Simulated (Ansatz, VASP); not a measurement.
## Cu (ladder Cu chain) in two plane-wave programs

Wanted: the spread between two codes on one cell, functional and k mesh. Of the first pair: The structure shown is the start of the Ansatz relaxation below; VASP solves that cell, so the two are compared at the walk's first step.

Program: Ansatz 0.2.0. Level of theory: plane waves, with VASP 6.6.1 beside it; single point at PBE. Results are calculated unless marked as measured.

## 1. Starting point

The cell holds 2 atoms: 2 Cu. Its edges and angles: a = 9.000 Å, b = 7.500 Å, c = 2.583 Å, α = 90.0°, β = 90.0°, γ = 90.0°. Vacuum lies along a and b. The structure's axis is c.

## 2. Ansatz: relaxation, PBE

Ansatz runs on its default PAW (the set named soft_2) files.

The two programs are compared at the cell with which this relaxation starts, whose forces are those of its first step.

input.yaml reads:

```yaml
crystal:
  lattice:
    - [9.0, 0.0, 0.0]
    - [0.0, 7.5, 0.0]
    - [0.0, 0.0, 2.58324]
  atoms:
    - { symbol: Cu, position: [0.377386667, 0.5, 0.0] }
    - { symbol: Cu, position: [0.622613333, 0.5, 0.5] }
kpoints:
  mp_grid: { grid: [1, 1, 31] }
scf:
  occupations: { method: fermi_dirac, width: 0.05 }
hamiltonian:
  xc: pbe
relax:
  cell: { fix: [a, b, alpha, beta, gamma] }
  max_steps: 60
```

Started as:

```sh
$ ansatz run input.yaml --threads 4 --pin off --max-ram 8192MiB --backend cpu --events-out ev --progress --plain --runs-dir out
```

Numbers of over 12 decimals in the logs are rounded to 6 here.

The log of the run:

```text
Engine: ansatz 0.2.0, aarch64-unknown-linux-gnu
Pseudopotentials: kind: paw
Pseudopotential: Cu, paw, valence charge 19, recommended cutoff 420 eV (normal), Cu.paw.azcp
Functional definition: PBE
  parameter kappa = 0.804
  parameter beta = 0.066725
  exchange = pbe_x(kappa = kappa, mu = beta*pi^2/3)
  correlation = pbe_c(beta = beta)
Crystal: 2 atoms, lattice volume = 174.369 Å³
Basis set: ecut = 420 eV, 3411 PW (Γ), exchange–correlation on 128×108×36 points (8 copies of the dense FFT grid, shifted against one another)
Bands: 23, of which v1, the nominal top of the filled ones, is band 19 counted from 1 (18 counted from 0)
Symmetry: 8 space group operations
Space group: Pmma (ITA 51), of the structure as read, at distance tolerance 5.6e-5 Å
k-points: 16 of 31
Non-local potential: Cu, projectors of the file, l = 0: 3, l = 1: 2, l = 2: 3, l = 3: 1
PAW form: soft (Blöchl's): semilocal exchange-correlation on the pseudo side does not see the compensation charge
PAW one-centre angular grid: Cu, 590 points (default); XC on 64 Gauss nodes
Initial density: superposition of atomic densities (neutral atoms: chi_scale 0, normalization atom), corrected by the library's trained network
Initial wavefunctions: pseudopotential atomic-orbital guess
Functional: x = pbe(κ = 0.804, μ = 0.219515), c = pbe(β = 0.066725)
SCF iter   1: F=—  HF=-13247.355148 eV  |F-HF|=—  |Δ(HF+E_count)|=         —  Δρ=4.66e-3  dr2=4.22e-2  ethr=1.77e-3  ⟨swp⟩=5.4  Hψ=1686  notcnv=0
preconditioner: auto → LDOS  [insulator: Δε(μ)=0.149 eV  Ē_g=5.180 eV  σ=0.050 eV  W_gap=0.57  n_scr=22 (ndim 8)  ℏωp=13.2 eV  f_vac=0.707  D(μ)=1.36/eV (n_scr^D=8)  ε∞_Penn≈7.5  β→1.0]
SCF iter   2: F=—  HF=-13247.372122 eV  |F-HF|=—  |Δ(HF+E_count)|=   1.70e-2  Δρ=1.04e-2  dr2=1.21e-1  ethr=1.11e-4  ⟨swp⟩=2.6  Hψ=829  notcnv=0  defer=1
SCF iter   3: F=—  HF=-13247.353779 eV  |F-HF|=—  |Δ(HF+E_count)|=   1.83e-2  Δρ=5.03e-3  dr2=2.57e-2  ethr=1.11e-4  ⟨swp⟩=2.1  Hψ=716  notcnv=0  defer=1
SCF iter   4: F=—  HF=-13247.348379 eV  |F-HF|=—  |Δ(HF+E_count)|=   5.40e-3  Δρ=9.13e-4  dr2=1.33e-3  ethr=6.78e-5  ⟨swp⟩=2.0  Hψ=692  notcnv=0  defer=1
SCF iter   5: F=—  HF=-13247.348171 eV  |F-HF|=—  |Δ(HF+E_count)|=   2.09e-4  Δρ=9.36e-5  dr2=3.56e-5  ethr=3.49e-6  ⟨swp⟩=2.0  Hψ=523  notcnv=0  defer=1
SCF iter   6: F=—  HF=-13247.348194 eV  |F-HF|=—  |Δ(HF+E_count)|=   2.35e-5  Δρ=1.25e-5  dr2=5.24e-7  ethr=9.36e-8  ⟨swp⟩=2.0  Hψ=545  notcnv=0  defer=1
SCF iter   7: F=—  HF=-13247.348195 eV  |F-HF|=—  |Δ(HF+E_count)|=   4.24e-7  Δρ=1.57e-5  dr2=3.01e-7  ethr=2.63e-10  ⟨swp⟩=5.0  Hψ=1398  notcnv=0
SCF iter   8: F=-13247.348195 eV  HF=-13247.348195 eV  |F-HF|=1.47e-9  |Δ(HF+E_count)|=   2.15e-9  Δρ=7.99e-7  dr2=9.09e-10  ethr=2.63e-10  ⟨swp⟩=2.6  Hψ=1305  notcnv=0
SCF 1 converged in 8 iterations: F = -13247.348195 eV  dr2 = 9.09e-10
  greatest PAW one-centre occupation: 1.000 electrons in one spin orbital (limit 2), on the Cu atom at site 1 (counted from 0), in its partial waves of l = 0
relax step   1: F+E_penalty+E_count = -13247.34819466 eV  Δ(F+E_penalty+E_count) = +0.000e0 eV  max|allowed force component| = 8.083e-1 eV/Å  Δτ_max = 0.0000 Å  P = -1.629 GPa  Ω = 174.369 Å³  fix = [a, b, alpha, beta, gamma]  reactions: a -1.508, b -0.127 GPa  (8 SCF iters, dr2 threshold 1.00e-7 eV, accepted)
[...]
relax step   3: F+E_penalty+E_count = -13247.57098614 eV  Δ(F+E_penalty+E_count) = -6.069e-2 eV  max|allowed force component| = 2.882e-1 eV/Å  Δτ_max = 0.0396 Å  P = +0.321 GPa  Ω = 159.774 Å³  energy of the carried Pulay correction = +1.490e-3 eV  fix = [a, b, alpha, beta, gamma]  reactions: a +0.726, b -0.122 GPa  (8 SCF iters, dr2 threshold 2.00e-7 eV, accepted)
[...]
relax step   4: F+E_penalty+E_count = -13247.57735157 eV  Δ(F+E_penalty+E_count) = -6.365e-3 eV  max|allowed force component| = 1.955e-2 eV/Å  Δτ_max = 0.0229 Å  P = -0.041 GPa  Ω = 160.451 Å³  energy of the carried Pulay correction = +1.418e-3 eV  fix = [a, b, alpha, beta, gamma]  reactions: a +0.102, b -0.124 GPa  (6 SCF iters, dr2 threshold 2.00e-7 eV, accepted)
[...]
relax step   5: F+E_penalty+E_count = -13247.57749572 eV  Δ(F+E_penalty+E_count) = -1.441e-4 eV  max|allowed force component| = 2.578e-3 eV/Å  Δτ_max = 0.0007 Å  P = +0.007 GPa  Ω = 160.134 Å³  energy of the carried Pulay correction = +1.451e-3 eV  fix = [a, b, alpha, beta, gamma]  reactions: a +0.138, b -0.124 GPa  (5 SCF iters, dr2 threshold 2.62e-8 eV, accepted)
[...]
relax step   6: F+E_penalty+E_count = -13247.57523104 eV  Δ(F+E_penalty+E_count) = +2.265e-3 eV  max|allowed force component| = 2.592e-3 eV/Å  Δτ_max = 0.0000 Å  P = +0.011 GPa  Ω = 160.134 Å³  fix = [a, b, alpha, beta, gamma]  reactions: a +0.144, b -0.124 GPa  stress off target by 1.30e-2 GPa on what of the cell is left free  SCF on the basis re-selected at this cell (its energy is not comparable with the rows above)  (8 SCF iters)
basis re-selected at this cell: Δ(F+E_penalty+E_count) = +2.265e-3 eV, ΔP = +0.004 GPa vs the last step (what re-selecting the basis moved, of the pressure what is left beyond the Pulay correction that the steps carried, after the strain that the cell walked since its last selection, with what the two solves' SCF thresholds leave and, on support functions, any second-order correction that the steps lacked; it is no measure of the basis error at this ecutwfc). The dense FFT grid was sized anew with the basis: this SCF ran on 64×54×16 points, the steps before it on 64×54×18, so part of this shift can come from that change (see relax.cell in the input reference). [rest of the remark cut]
SCF converged after 8 iterations
Free energy (F): -13247.575231 eV
Harris-Foulkes:  -13247.575231 eV  (|F-HF|=3.64e-12)
Internal energy: -13247.567724 eV  (E = F + TS)
E sigma→0 (E₀):  -13247.571478 eV
Entropy (-TS):   -0.007507 eV (-3.753 meV/atom)
Fermi energy:    -1.441360 eV
--- Per-component energies (eV) ---
  E_band       = -1369.922648
  E_kinetic    = 600.001653
  E_local      = -20438.636861  (includes V_loc(G=0)·N_el)
  E_nonlocal   = 792.823728
  E_hartree    = 9413.377851
  E_xc         = -174.171738
  E_vxc        = -224.204431  (∫ρ·V_xc dr)
  E_paw        = -3338.120027  (= ΣΔE_a)
  E_vpaw       = -926.663050  (= ΣTr[D̂ρ^β])
  E_aug_tail   = 0.000566  (compensation charges beyond the density's cutoff)
  E_ewald      = -102.842897
  E_smearing   = -0.007507  (= −TS)
  E_closure    = -0.000000  (closes the sum)
  Σ components = -13247.575231   (vs F -13247.575231, Δ=0.00e0)
--- Forces (eV/Å), atoms counted from 1 ---
  atom   1  Cu     0.00259236    -0.00000000     0.00000000
  atom   2  Cu    -0.00259236    -0.00000000     0.00000000
  max |Σ_I F_I| component: 5.86e-27 eV/Å
--- Stress (GPa, compression-positive) ---
        0.144328      -0.000000       0.000000
       -0.000000      -0.124210       0.000000
        0.000000       0.000000       0.012952
  P = ⅓ Tr σ = 0.0110 GPa (0.110 kbar)
--- Relaxed structure (5 steps of the walk, 5 accepted, 1 SCFs on fresh bases) ---
  F+E_penalty+E_count = -13247.57523104 eV   max|allowed force component| = 2.592e-3 eV/Å   (the final SCF, on the basis selected at the relaxed cell)
  cell:  # Å, volume = 160.1340 Å³
    - [9.0, 0.0, 0.0]
    - [0.0, 7.5, 0.0]
    - [0.0, 0.0, 2.372355]
  atoms:
    - { symbol: Cu, position: [0.384467, 0.500000, 0.0] }
    - { symbol: Cu, position: [0.615533, 0.500000, 0.5] }
```

## 3. VASP: single point, PBE, start cell, pair 1

The same cell, functional, mesh and smearing now go to VASP, with its own data sets.

Lines of VASP's logs that name or quote its potential files are left out, and so is its time.

INCAR reads:

```
SYSTEM = Cu
PREC = Accurate
ENCUT = 520
EDIFF = 1E-06
NELM = 120
ISMEAR = -1
SIGMA = 0.05
LREAL = .FALSE.
ALGO = Normal
GGA = PE
NBANDS = 17
LASPH = .TRUE.
LORBIT = 11
LWAVE = .FALSE.
LCHARG = .FALSE.
ISIF = 2
GGA_COMPAT = .FALSE.
KPAR = 2
```

POSCAR reads:

```
Cu
1.0
    9.0000000000      0.0000000000      0.0000000000
    0.0000000000      7.5000000000      0.0000000000
    0.0000000000      0.0000000000      2.5832400000
Cu
2
Direct
    0.3773866667      0.5000000000      0.0000000000
    0.6226133333      0.5000000000      0.5000000000
```

KPOINTS reads:

```
Automatic mesh
0
Gamma
1 1 31
0 0 0
```

The projector-augmented-wave data sets are Cu (PBE family, release 64).

Started as:

```sh
$ mpirun -np 2 vasp_std
```

The log of the run:

```text
[banner, memory and clock lines left out]
running    2 mpi-ranks, on    1 nodes
 distrk:  each k-point on    1 cores,    2 groups
 distr:  one band on    1 cores,    1 groups

 POSCAR found type information on POSCAR Cu
 POSCAR found :  1 types and       2 ions
 LDA part: xc-table for (Slater+PW92), standard interpolation
 POSCAR, INCAR and KPOINTS ok, starting setup
 FFT: planning ... GRIDC
 FFT: planning ... GRID_SOFT
 FFT: planning ... GRID
 WAVECAR not read
 entering main loop
       N       E                     dE             d eps       ncg     rms          rms(c)
DAV:   1     0.138763201386E+03    0.13876E+03   -0.78866E+03   544   0.110E+03
DAV:   2    -0.894861306400E+00   -0.13966E+03   -0.12697E+03   544   0.241E+02
DAV:   3    -0.507445577636E+01   -0.41796E+01   -0.41291E+01   736   0.642E+01
DAV:   4    -0.513883658861E+01   -0.64381E-01   -0.64314E-01   597   0.877E+00
DAV:   5    -0.514068656340E+01   -0.18500E-02   -0.18496E-02   732   0.123E+00    0.648E+00
DAV:   6    -0.498822908499E+01    0.15246E+00   -0.10354E+01   605   0.615E+01    0.437E+00
DAV:   7    -0.452304683765E+01    0.46518E+00   -0.23471E+00   683   0.291E+01    0.575E-01
DAV:   8    -0.451815347190E+01    0.48934E-02   -0.11802E-01   828   0.356E+00    0.692E-01
DAV:   9    -0.451435301043E+01    0.38005E-02   -0.83132E-02   704   0.514E+00    0.308E-01
DAV:  10    -0.451217468157E+01    0.21783E-02   -0.48203E-03   744   0.106E+00    0.172E-01
DAV:  11    -0.451182269824E+01    0.35198E-03   -0.14247E-03   649   0.566E-01    0.472E-02
DAV:  12    -0.451192164341E+01   -0.98945E-04   -0.57941E-04   702   0.289E-01    0.260E-02
DAV:  13    -0.451194669577E+01   -0.25052E-04   -0.59078E-05   718   0.128E-01    0.298E-03
DAV:  14    -0.451196508677E+01   -0.18391E-04   -0.42743E-06   570   0.205E-02    0.378E-03
DAV:  15    -0.451197251328E+01   -0.74265E-05   -0.23366E-06   519   0.202E-02    0.132E-03
DAV:  16    -0.451197244322E+01    0.70057E-07   -0.89608E-08   484   0.374E-03
   1 F= -.45119724E+01 E0= -.45061832E+01  d E =-.115784E-01
```

Parts of OUTCAR (step 3):

```text
ion  position               nearest neighbor table
   1  0.377  0.500  0.000-   2 2.56   2 2.56
   2  0.623  0.500  0.500-   1 2.56   1 2.56

  LATTYP: Found a simple orthorhombic cell.
 ALAT       =     2.5832400000
 B/A-ratio  =     2.9033307010
 C/A-ratio  =     3.4839968412

 Subroutine GETGRP returns: Found  8 space group operations
 (whereof  4 operations were pure point group operations)

The static configuration has the point symmetry C_2v.
 The point group associated with its full space group is D_2h.

 Found     16 irreducible k-points:

   k-points           NKPTS =     16   k-points in BZ     NKDIM =     16   number of bands    NBANDS=     17

   dimension x,y,z NGX =    70 NGY =   56 NGZ =   20
   dimension x,y,z NGXF=   140 NGYF=  112 NGZF=   40

   ENCUT  =  520.0 eV  38.22 Ry    6.18 a.u.  16.73 13.95  4.80*2*pi/ulx,y,z

   NELECT =      22.0000    total number of electrons

 k-points in reciprocal lattice and weights: Automatic mesh
   0.00000000  0.00000000  0.00000000       0.032
   0.00000000  0.00000000  0.03225806       0.065
   0.00000000  0.00000000  0.06451613       0.065
   0.00000000  0.00000000  0.09677419       0.065
   0.00000000  0.00000000  0.12903226       0.065
   0.00000000  0.00000000  0.16129032       0.065
   0.00000000  0.00000000  0.19354839       0.065
   0.00000000  0.00000000  0.22580645       0.065
   0.00000000  0.00000000  0.25806452       0.065
[...]
0.00000000  0.00000000  0.45161290       0.065
   0.00000000  0.00000000  0.48387097       0.065

 average (electrostatic) potential at core
       1 -72.9519       2 -72.9519

 E-fermi :  -2.8936

 k-point     1 :       0.0000    0.0000    0.0000
  band No.  band energies     occupation
    ...
      8      -4.0715      2.00000
      9      -3.8894      2.00000
     10      -3.7730      2.00000
     11      -3.6742      2.00000
     12      -3.1953      1.99522
     13      -0.9711      0.00000
     14      -0.8078      0.00000
     15       1.5576      0.00000
     16       1.5893      0.00000
     17       2.9609      0.00000

 k-point     2 :       0.0000    0.0000    0.0323
  band No.  band energies     occupation
    ...
      8      -4.0772      2.00000
      9      -3.8931      2.00000
     10      -3.7875      2.00000
     11      -3.6888      2.00000
     12      -3.1706      1.99218
     13      -0.9369      0.00000
     14      -0.7719      0.00000
     15       1.5807      0.00000
     16       1.6159      0.00000
     17       2.9871      0.00000

 k-point     3 :       0.0000    0.0000    0.0645
  band No.  band energies     occupation
    ...
      8      -4.0955      2.00000
      9      -3.9028      2.00000
     10      -3.8286      2.00000
     11      -3.7297      2.00000
     12      -3.0992      1.96783
     13      -0.8364      0.00000
     14      -0.6667      0.00000
     15       1.6501      0.00000
     16       1.6954      0.00000
     17       3.0652      0.00000

  Total       -1.5909703     -0.1396996     -3.4476331      0.0000000      0.0000000      0.0000000
  in kB      -14.6185446     -1.2836226    -31.6783892      0.0000000      0.0000000      0.0000000
  external PRESSURE =     -15.8601855 kB  Pullay stress =       0.0000000 kB

  energy-cutoff  :      520.00
  volume of cell :      174.37
      direct lattice vectors                 reciprocal lattice vectors
     9.000000000  0.000000000  0.000000000     0.111111111  0.000000000  0.000000000
     0.000000000  7.500000000  0.000000000     0.000000000  0.133333333  0.000000000
     0.000000000  0.000000000  2.583240000     0.000000000  0.000000000  0.387110760

 POSITION                                       TOTAL-FORCE (eV/Angst)
 -----------------------------------------------------------------------------------
      3.39648      3.75000      0.00000         0.787284      0.000000      0.000000
      5.60352      3.75000      1.29162        -0.787284      0.000000      0.000000
 -----------------------------------------------------------------------------------
    total drift:                                0.000000      0.000000     -0.000000

  FREE ENERGIE OF THE ION-ELECTRON SYSTEM (eV)
  ---------------------------------------------------
  free  energy   TOTEN  =        -4.5119724432 eV

  energy  without entropy=       -4.5003940114  energy(sigma->0) =       -4.50618323

 total charge
# of ion       s       p       d       tot
------------------------------------------
    1        0.431   0.121   9.263   9.816
    2        0.431   0.121   9.263   9.816
--------------------------------------------------
tot          0.863   0.242  18.527  19.632

[... 3 further parts left out ...]
```

## 4. Comparison

Known differences besides the potentials themselves: the data sets hold 38 valence electrons in Ansatz (on its default PAW (the set named soft_2) files) and 22 in VASP; the cutoff is 420 eV in Ansatz and 520 eV in VASP. Total energies have different zeros and are not compared.

Forces (eV/Å; atoms numbered as in POSCAR):

| atom | Ansatz x, y, z | VASP x, y, z |
| --- | --- | --- |
| Cu1 | 0.808, 0.000, 0.000 | 0.787, 0.000, 0.000 |
| Cu2 | -0.808, 0.000, 0.000 | -0.787, 0.000, 0.000 |

The forces differ by 12 meV/Å r.m.s., which is 2.7 % of the r.m.s. force of 0.455 eV/Å (both taken over all components).

## 5. Ansatz: relaxation, PBE

This run makes the geometry at which the two programs are then compared. The cell compared in this pair holds 160.13 Å³, against 174.37 Å³ for the pair before.

The structure compared here is the end of the Ansatz relaxation.

input.yaml is that of step 2.

Started as:

```sh
$ ansatz run input.yaml --threads 4 --pin off --max-ram 8192MiB --backend cpu --events-out ev --progress --plain --runs-dir out
```

The log of the run:

```text
[...]
Crystal: 2 atoms, lattice volume = 174.369 Å³
Basis set: ecut = 420 eV, 3411 PW (Γ), exchange–correlation on 128×108×36 points (8 copies of the dense FFT grid, shifted against one another)
Bands: 23, of which v1, the nominal top of the filled ones, is band 19 counted from 1 (18 counted from 0)
Symmetry: 8 space group operations
[...]
k-points: 16 of 31
[...]
-0.000000      -0.124210       0.000000
        0.000000       0.000000       0.012952
  P = ⅓ Tr σ = 0.0110 GPa (0.110 kbar)
--- Relaxed structure (5 steps of the walk, 5 accepted, 1 SCFs on fresh bases) ---
[...]
cell:  # Å, volume = 160.1340 Å³
    - [9.0, 0.0, 0.0]
    - [0.0, 7.5, 0.0]
    - [0.0, 0.0, 2.372355]
  atoms:
    - { symbol: Cu, position: [0.384467, 0.500000, 0.0] }
    - { symbol: Cu, position: [0.615533, 0.500000, 0.5] }
[key lines of the parts left out:]
SCF converged after 8 iterations
Free energy (F): -13247.575231 eV
Fermi energy:    -1.441360 eV
```

## 6. VASP: single point, PBE, relaxed cell, pair 2

The same cell, functional, mesh and smearing now go to VASP, with its own data sets.

Changes to INCAR since step 3:

```diff
@@ -2,3 +2,3 @@
 PREC = Accurate
-ENCUT = 520
+ENCUT = 600
 EDIFF = 1E-06
```

POSCAR reads:

```
Cu
1.0
    9.0000000000      0.0000000000      0.0000000000
    0.0000000000      7.5000000000      0.0000000000
    0.0000000000      0.0000000000      2.3723550625
Cu
2
Direct
    0.3844665071      0.5000000000      0.0000000000
    0.6155334929      0.5000000000      0.5000000000
```

KPOINTS is that of step 3.

Started as:

```sh
$ mpirun -np 2 vasp_std
```

The log of the run:

```text
[... set-up lines as in an earlier step ...]
 entering main loop
       N       E                     dE             d eps       ncg     rms          rms(c)
DAV:   1     0.142918342379E+03    0.14292E+03   -0.87819E+03   544   0.127E+03
DAV:   2    -0.830612858429E+00   -0.14375E+03   -0.13232E+03   544   0.250E+02
DAV:   3    -0.543352694683E+01   -0.46029E+01   -0.45157E+01   752   0.691E+01
DAV:   4    -0.550433069631E+01   -0.70804E-01   -0.70731E-01   592   0.951E+00
[...]
DAV:  14    -0.472766996087E+01   -0.16930E-04   -0.38503E-06   587   0.165E-02    0.501E-03
DAV:  15    -0.472767840123E+01   -0.84404E-05   -0.26624E-06   519   0.221E-02    0.182E-03
DAV:  16    -0.472767830248E+01    0.98749E-07   -0.26911E-07   489   0.747E-03
   1 F= -.47276783E+01 E0= -.47239779E+01  d E =-.740072E-02
```

From OUTCAR (step 6):

```text
  Total        0.2032199     -0.1316530      0.1231321      0.0000000      0.0000000      0.0000000
  in kB        2.0332625     -1.3172188      1.2319651      0.0000000      0.0000000      0.0000000
  external PRESSURE =       0.6493363 kB  Pullay stress =       0.0000000 kB

 POSITION                                       TOTAL-FORCE (eV/Angst)
 -----------------------------------------------------------------------------------
      3.46020      3.75000      0.00000        -0.027122      0.000000      0.000000
      5.53980      3.75000      1.18618         0.027122      0.000000      0.000000
 -----------------------------------------------------------------------------------
    total drift:                                0.000000     -0.000000     -0.000000

  FREE ENERGIE OF THE ION-ELECTRON SYSTEM (eV)
  ---------------------------------------------------
  free  energy   TOTEN  =        -4.7276783025 eV

  energy  without entropy=       -4.7202775845  energy(sigma->0) =       -4.72397794

[... 1 part as in an earlier step ...]

[... 2 further parts left out ...]
[key lines of the parts left out:]
E-fermi :  -2.7747
```

## 7. Differences

What differs besides the data sets and the points named for the pairs above, as far as they apply: the data sets hold 38 valence electrons in Ansatz (on its default PAW (the set named soft_2) files) and 22 in VASP; the cutoff is 420 eV in Ansatz and 600 eV in VASP; Ansatz's pressure holds a Pulay correction, VASP's none. Total energies have different zeros and are not compared.

Compared:

| quantity | Ansatz | VASP | difference |
| --- | --- | --- | --- |
| pressure (GPa) | 0.01 | 0.06 | -0.05 |

At this near-relaxed geometry the largest component of a force difference is 30 meV/Å.

## 8. Further runs

Further runs change the set-up of one program: Ansatz's method, potentials or start, or VASP's data sets, cutoff or form of LDA. The table gives Ansatz less VASP for each quantity, since a change that brings one quantity closer may part another.

| run | r.m.s. force difference (meV/Å) | pressure (GPa) |
| --- | --- | --- |
| as above | 17 | -0.054 |
| VASP with the data sets Cu_sv_GW and a cutoff of 700 eV | 0.84 | 0.72 |

(Part 1 of 2 ends here.)

[Lines on the potential files, build, host, timing and source positions are cut from VASP's logs without a mark.]

[Logs are printed without paths, hosts, clocks, repeated set-up lines and the standing remarks that a program may print on its own settings, such as how far it seeks lower states.]

[Hosts, paths, dates, database ids (printed as entryN), source tags and the programs' standing remarks are cut or masked in the printed files.]
